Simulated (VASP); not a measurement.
Write the native input for VASP 6.6.1 that does the following.

| Item | Value |
| --- | --- |
| Task | single point |
| Functional | PBEsol |
| Potentials or basis | VASP PAW PBE potentials, release 64 (Mn_pv, Ge_d) |
| Cutoff | 350 eV |
| k mesh | 2 × 2 × 2 |
| Occupations | gaussian, width 0.03 eV |
| Spin | collinear spin, ferromagnetic start |
| Starting moments | [3.0, 0.0, 0.0, 0.0, 0.0, 0.0, 0.0, 0.0, 0.0, 0.0, 0.0, 0.0, 0.0, 0.0, 0.0, 0.0, 0.0, 0.0, 0.0, 0.0, 0.0, 0.0, 0.0, 0.0] μB |
| Hubbard terms | Mn d U = 3.5 eV |
| Dq | 0 |
| Further INCAR settings | LREAL = Auto; ALGO = Normal; EDIFF = 1e-05 |

The structure of MnGe23 (a cell with a defect) lies in POSCAR:

```
MnGe23
1.0
    0.0000000000      8.4863100000      8.4863100000
    5.6575400000      0.0000000000      5.6575400000
    5.6575400000      5.6575400000      0.0000000000
Mn Ge
1 23
Direct
    0.0000000000      0.0000000000      0.0000000000
    0.0000000000      0.0000000000      0.5000000000
    0.0000000000      0.5000000000      0.0000000000
    0.0000000000      0.5000000000      0.5000000000
    0.3333330000      0.0000000000      0.0000000000
    0.3333330000      0.0000000000      0.5000000000
    0.3333330000      0.5000000000      0.0000000000
    0.3333330000      0.5000000000      0.5000000000
    0.6666670000      0.0000000000      0.0000000000
    0.6666670000      0.0000000000      0.5000000000
    0.6666670000      0.5000000000      0.0000000000
    0.6666670000      0.5000000000      0.5000000000
    0.0833333333      0.1250000000      0.1250000000
    0.0833333333      0.1250000000      0.6250000000
    0.0833333333      0.6250000000      0.1250000000
    0.0833333333      0.6250000000      0.6250000000
    0.4166663333      0.1250000000      0.1250000000
    0.4166663333      0.1250000000      0.6250000000
    0.4166663333      0.6250000000      0.1250000000
    0.4166663333      0.6250000000      0.6250000000
    0.7500003333      0.1250000000      0.1250000000
    0.7500003333      0.1250000000      0.6250000000
    0.7500003333      0.6250000000      0.1250000000
    0.7500003333      0.6250000000      0.6250000000
```

The input as run:

INCAR

```
SYSTEM = MnGe23
PREC = Accurate
ENCUT = 350
EDIFF = 1E-5
ISMEAR = 0
SIGMA = 0.03
LREAL = Auto
LASPH = .TRUE.
NELM = 120
ALGO = Normal
ISIF = 2
LWAVE = .FALSE.
LCHARG = .FALSE.
ISPIN = 2
MAGMOM = 3 0 0 0 0 0 0 0 0 0 0 0 0 0 0 0 0 0 0 0 0 0 0 0
LORBIT = 11
LMAXMIX = 4
LDAU = .TRUE.
LDAUTYPE = 2
LDAUL = 2 -1
LDAUU = 3.5 0
LDAUJ = 0 0
LDAUPRINT = 1
GGA = PS
KPAR = 2
```

KPOINTS

```
Automatic mesh
0
G
  2 2 2
  0 0 0
```

Potentials or basis: VASP PAW PBE potentials, release 64 (Mn_pv, Ge_d).

Launch:

```sh
$ cat potpaw_PBE.64/Mn_pv/POTCAR potpaw_PBE.64/Ge_d/POTCAR > POTCAR
$ mpirun -np 4 vasp_std > vasp.out
```

It gave:

```
Largest force                                         : 0.252 eV/Å
Band gap on the k mesh                                : none (metal or under the smearing width)
Net moment                                            : 3.75 μB per cell
Site moments                                          : Mn +4.04; Ge -0.01, +0.00, +0.01, -0.12, -0.06 μB
Valence electrons inside the program's atomic spheres : Mn 11.54; Ge 12.40, 12.41, 12.42, 12.44
```

Caveat: the k mesh is coarse (spacing up to 0.48 Å⁻¹), so the values aren't converged; the PAW data sets were made with another functional, which shifts forces and pressure a little; the U is typed as a test and isn't derived for this compound.

Wall time 5.7 min on 4 MPI ranks on Intel(R) Xeon(R) 6975P-C (Granite Rapids), with other jobs on the host, peak memory 0.54 GiB a rank.
